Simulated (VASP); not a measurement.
Energy against volume of Mo (bcc). Level of theory: r2SCAN+rVV10, VASP's PBE PAW potentials (set 64) (plane waves; VASP).

```tsv
V (Å³/atom)	E (eV/atom)
14.690	-25.80958
15.159	-25.84934
15.628	-25.86054
16.097	-25.84729
16.566	-25.81330
```

Q: Fit a third-order Birch-Murnaghan equation of state.

A: 
```yaml
volume_per_atom: 15.60 Å^3/atom
bulk_modulus: 280 GPa
pressure_derivative_of_the_bulk_modulus: 4.30
lattice_constant_a: 3.148 Å
```

Measured: bulk modulus 265 GPa at 0 K (computed value off by +5.6 %), as given by Vázquez-Parga, Fernández-Martínez, Viñes, J. Chem. Theory Comput. (2023), doi:10.1021/acs.jctc.3c00612, Supporting … [zero-point energy and finite temperature contributions removed]; a 3.141 Å at 0 K (computed value off by +0.2 %), as given by Daniel Mejia-Rodriguez et al., Physical Review B (2018), arXiv:1807.09216 [static lattice: zero-point anharmonic expansion removed].

The compound is Mo in the bcc structure. It was relaxed first.
